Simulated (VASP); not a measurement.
Tl: transverse stress against strain

Tl (hcp, P6_3/mmc, 28.435 Å³/atom and stress up to 0.22 GPa in the relaxed cell, c along z) under an equal strain ε along x and y, with z held. PBEsol in VASP (plane waves, PAW), 480 eV, 18×18×8 Γ-centred mesh, Methfessel-Paxton smearing 0.10 eV; ions are relaxed, or left where forces stay under 0.02 eV/Å, within the symmetry of each cell. Stress is positive for a compressed cell.

Here s stands for strain and y for stress zz.

```csv
strain (%),stress zz (GPa)
-1.50,1.09
-1.00,0.69
-0.50,0.28
0.00,-0.11
0.50,-0.43
1.00,-0.70
1.50,-0.96
3.00,?
```

Fit y of the 7 rows that show it with a straight line. Means: s 0, y -0.020. About the means, the sum of products is -4.8200 and the sum of squares of s is 7.0000; the slope is their ratio. Least squares gives y = -0.020 - 0.6886·s. Residuals (row less fit): 0.077, 0.021, -0.044, -0.090, -0.066, 0.009, 0.093; standard error 0.077 (degrees of freedom: 5). The slope gives the elastic constant 2C13 = about 69 GPa.

Q: Estimate the missing y (s = 3.00); what did the run itself give?

A: y = -0.020 - 0.6886 × 3.0 = -2.086 GPa. The calculation gives -1.84 GPa, 0.246 GPa above the prediction (8.4 % of the range of y in the table). The row lies outside the fitted rows, so this is an extrapolation. From the scatter of the fitted rows alone, a prediction at this place has a standard error of 0.120 GPa, so the miss is 2.1 times that.

A polynomial of degree 2 through the 12 other runs of the series gives -1.77 there, so most of the miss is curvature that the fit leaves out. In a metal these values are sensitive to mesh and smearing; energies are taken to zero smearing, stresses follow the free energy. Spin-orbit coupling is left out, which can shift these values for the heavy elements here. Rows are the converged runs of the series near zero and its far end, less any whose ions stayed unrelaxed beside relaxed ones; series whose fitted rows scatter by over a few per cent of the range, as at a crossing or softening among them, aren't shown in this form. Most that stay on the fit to the last digits aren't either.
